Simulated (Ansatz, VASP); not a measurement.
Given: the input of a run of VASP 6.6.1 on PBr. Atoms were shifted at random by some hundredths of an Å from the given cell, which wasn't relaxed again for these runs. The cell comes from a database or a generator and needn't be the stable form of this composition.

The input INCAR:

```
PREC = Accurate ; ENCUT = 520
EDIFF = 1E-7 ; ISMEAR = -1
SIGMA = 0.05 ; LREAL = False
LASPH = True ; NELM = 80
ALGO = Normal ; ISIF = 2
LWAVE = False ; LCHARG = False
GGA = PE ; NBANDS = 20
```

File KPOINTS:

```
regular mesh
0
Gamma
  6 5 5
```

The input POSCAR:

```
PBr
1.0
    4.9385630000      0.0000000000      0.0000000000
   -2.0623900000      5.1944970000      0.0000000000
   -0.6967810000     -0.6537650000      6.2332560000
Br P
2 2
Direct
    0.6583320000      0.8530730000      0.2410890000
    0.3309270000      0.1436850000      0.7589710000
    0.6397640000      0.4981900000      0.6328680000
    0.3594060000      0.4971470000      0.3737420000
```

Potentials or basis: VASP PAW PBE potentials, release 64 (Br, P).

Launch:

```sh
$ cat potpaw_PBE.64/Br/POTCAR potpaw_PBE.64/P/POTCAR > POTCAR
$ mpirun -np 1 vasp_std > vasp.out
```

Question: Translate it to Ansatz 0.2.0. Potentials or basis there: Ansatz PAW, cutoff 420 eV.

Answer: As run (cutoffs and basis follow the program's own potentials, and thresholds, step limits or extra output files can differ):

The input input.yaml:

```yaml
crystal:
  lattice:
    - [4.938563, 0.0, 0.0]
    - [-2.06239, 5.194497, 0.0]
    - [-0.696781, -0.653765, 6.233256]
  atoms:
    - { symbol: Br, position: [0.658332, 0.853073, 0.241089] }
    - { symbol: Br, position: [0.330927, 0.143685, 0.758971] }
    - { symbol: P, position: [0.639764, 0.49819, 0.632868] }
    - { symbol: P, position: [0.359406, 0.497147, 0.373742] }
hamiltonian:
  xc: pbe
  pseudopotentials: { kind: paw }
kpoints:
  mp_grid: { grid: [6, 5, 5] }
scf:
  occupations: { method: fermi_dirac, width: 0.05 }
output:
  forces: true
  stress: true
  eigenvalues: true
```

Potentials or basis: Ansatz PAW.

The run is started by

```bash
$ ansatz run input.yaml --threads 2 --pin off --max-ram 5120MiB --backend cpu --events-out ev --progress --plain --runs-dir out
```

Both were run:

|  | VASP | Ansatz |
| --- | --- | --- |
| Pressure | 0.3 GPa | 0.4 GPa |
| Largest force | 0.598 eV/Å | 0.672 eV/Å |

Ansatz's pressure holds a Pulay term of +0.01 GPa for its cutoff of 420 eV, which the other run lacks.

Where Ansatz's input types no cutoff or centring, it takes its own default and a Γ-centred mesh.

Pressure is positive in compression.
